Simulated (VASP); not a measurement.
OSZICAR of a VASP run on Ru (relaxed from the diamond structure, space group Fd-3m):

### OSZICAR
```
       N       E                     dE             d eps       ncg     rms          rms(c)
DAV:   1     0.212811041315E+03    0.21281E+03   -0.16509E+04  2096   0.139E+03
DAV:   2    -0.520502522695E+02   -0.26486E+03   -0.25926E+03  2152   0.440E+02
DAV:   3    -0.582572664060E+02   -0.62070E+01   -0.60779E+01  2360   0.711E+01
DAV:   4    -0.583357159252E+02   -0.78450E-01   -0.78357E-01  2590   0.683E+00
DAV:   5    -0.583370314485E+02   -0.13155E-02   -0.13153E-02  2432   0.779E-01    0.189E+01
DAV:   6    -0.485113262094E+02    0.98257E+01   -0.11008E+01  2092   0.344E+01    0.274E+00
DAV:   7    -0.484765782339E+02    0.34748E-01   -0.11594E+00  2082   0.890E+00    0.236E+00
DAV:   8    -0.483564704308E+02    0.12011E+00   -0.40139E-01  2050   0.467E+00    0.965E-01
DAV:   9    -0.484244000399E+02   -0.67930E-01   -0.20219E-01  2062   0.265E+00    0.204E-01
DAV:  10    -0.484346186456E+02   -0.10219E-01   -0.56614E-03  2168   0.720E-01    0.140E-01
DAV:  11    -0.484612224850E+02   -0.26604E-01   -0.48088E-02  2106   0.112E+00    0.106E-01
DAV:  12    -0.484601673808E+02    0.10551E-02   -0.86557E-04  2192   0.266E-01    0.657E-02
DAV:  13    -0.484612268941E+02   -0.10595E-02   -0.31271E-04  2204   0.110E-01    0.427E-02
DAV:  14    -0.484634769567E+02   -0.22501E-02   -0.19797E-03  2116   0.254E-01    0.286E-02
DAV:  15    -0.484635440932E+02   -0.67137E-04   -0.10465E-04  2138   0.891E-02    0.120E-02
DAV:  16    -0.484635509806E+02   -0.68873E-05   -0.24588E-05  2284   0.369E-02    0.548E-03
DAV:  17    -0.484635507630E+02    0.21757E-06   -0.21997E-06  1908   0.125E-02
   1 F= -.48463551E+02 E0= -.48463153E+02  d E =-.484636E+02
       N       E                     dE             d eps       ncg     rms          rms(c)
DAV:   1    -0.662736036365E+02   -0.17810E+02   -0.37342E+02  2038   0.233E+02    0.383E+01
DAV:   2    -0.473100991310E+02    0.18964E+02   -0.61037E+01  2032   0.718E+01    0.160E+01
DAV:   3    -0.478199512685E+02   -0.50985E+00   -0.10210E+00  2156   0.918E+00    0.100E+01
DAV:   4    -0.478534444113E+02   -0.33493E-01   -0.92500E-01  2092   0.603E+00    0.237E+00
DAV:   5    -0.480652354150E+02   -0.21179E+00   -0.44764E-01  2044   0.508E+00    0.882E-01
DAV:   6    -0.481761614414E+02   -0.11093E+00   -0.88880E-02  2080   0.200E+00    0.313E-01
DAV:   7    -0.481941071029E+02   -0.17946E-01   -0.34890E-02  2166   0.110E+00    0.298E-01
DAV:   8    -0.481913254535E+02    0.27816E-02   -0.36024E-03  2156   0.412E-01    0.118E-01
DAV:   9    -0.481985577957E+02   -0.72323E-02   -0.10239E-02  2088   0.747E-01    0.633E-02
DAV:  10    -0.481987194821E+02   -0.16169E-03   -0.18552E-04  2684   0.104E-01    0.510E-02
DAV:  11    -0.481987270877E+02   -0.76055E-05   -0.37192E-06  2264   0.108E-02    0.535E-02
DAV:  12    -0.481989827015E+02   -0.25561E-03   -0.18531E-04  2158   0.921E-02    0.337E-02
DAV:  13    -0.481990123300E+02   -0.29629E-04   -0.40447E-05  2158   0.441E-02    0.104E-02
DAV:  14    -0.481990131401E+02   -0.81010E-06   -0.38149E-07  1178   0.494E-03
   2 F= -.48199013E+02 E0= -.48198880E+02  d E =0.264538E+00
       N       E                     dE             d eps       ncg     rms          rms(c)
DAV:   1    -0.567522861187E+02   -0.85533E+01   -0.16625E+02  2040   0.145E+02    0.297E+01
DAV:   2    -0.483629660122E+02    0.83893E+01   -0.34925E+01  2040   0.545E+01    0.597E+00
DAV:   3    -0.484356326081E+02   -0.72667E-01   -0.71204E-01  2182   0.769E+00    0.425E+00
DAV:   4    -0.484362834917E+02   -0.65088E-03   -0.31867E-01  2124   0.372E+00    0.150E+00
DAV:   5    -0.483788176152E+02    0.57466E-01   -0.22977E-01  2030   0.407E+00    0.278E-01
DAV:   6    -0.485255848769E+02   -0.14677E+00   -0.10347E-01  2028   0.264E+00    0.253E-01
DAV:   7    -0.485276984942E+02   -0.21136E-02   -0.64758E-03  2408   0.564E-01    0.129E-01
DAV:   8    -0.485256840450E+02    0.20144E-02   -0.21923E-03  2154   0.375E-01    0.167E-01
DAV:   9    -0.485277371393E+02   -0.20531E-02   -0.19583E-03  2082   0.370E-01    0.190E-02
DAV:  10    -0.485277637235E+02   -0.26584E-04   -0.44179E-05  2554   0.511E-02    0.145E-02
DAV:  11    -0.485277632502E+02    0.47321E-06   -0.35399E-06  2016   0.166E-02
   3 F= -.48527763E+02 E0= -.48527442E+02  d E =-.642125E-01
       N       E                     dE             d eps       ncg     rms          rms(c)
DAV:   1    -0.485312625502E+02   -0.34988E-02   -0.67852E-02  2050   0.304E+00    0.443E-01
DAV:   2    -0.485277669882E+02    0.34956E-02   -0.15461E-02  2076   0.109E+00    0.579E-02
DAV:   3    -0.485278584126E+02   -0.91424E-04   -0.19614E-04  2084   0.127E-01    0.354E-02
DAV:   4    -0.485278569652E+02    0.14474E-05   -0.16345E-04  2106   0.817E-02    0.194E-02
DAV:   5    -0.485278566033E+02    0.36193E-06   -0.12940E-04  2044   0.836E-02    0.439E-03
DAV:   6    -0.485279105097E+02   -0.53906E-04   -0.44440E-05  2042   0.447E-02    0.326E-03
DAV:   7    -0.485279083267E+02    0.21830E-05   -0.83113E-07  1254   0.771E-03    0.589E-04
DAV:   8    -0.485279086743E+02   -0.34757E-06   -0.53823E-07  1038   0.584E-03
   4 F= -.48527909E+02 E0= -.48527584E+02  d E =-.643579E-01
```

Which electronic solver shows in the log?

It is blocked Davidson (ALGO = Normal, or the opening steps of other solvers). The INCAR had ALGO = Normal.

Can the final energy be trusted as converged?

The calculation finished and met its thresholds. It stopped with EDIFF = 1E-6, NELM = 100, NSW = 60 and EDIFFG = -0.01 after 4 ionic steps (r2SCAN meta-GGA, plane waves, VASP's PBE PAW potentials (set 64)). Energy and stress use the plane-wave basis of the starting cell.

The structure was generated: Ru was put into the diamond type (Fd-3m), which need not be its known phase. This run relaxes it. Symmetry was kept, so distortions that lower it aren't found.
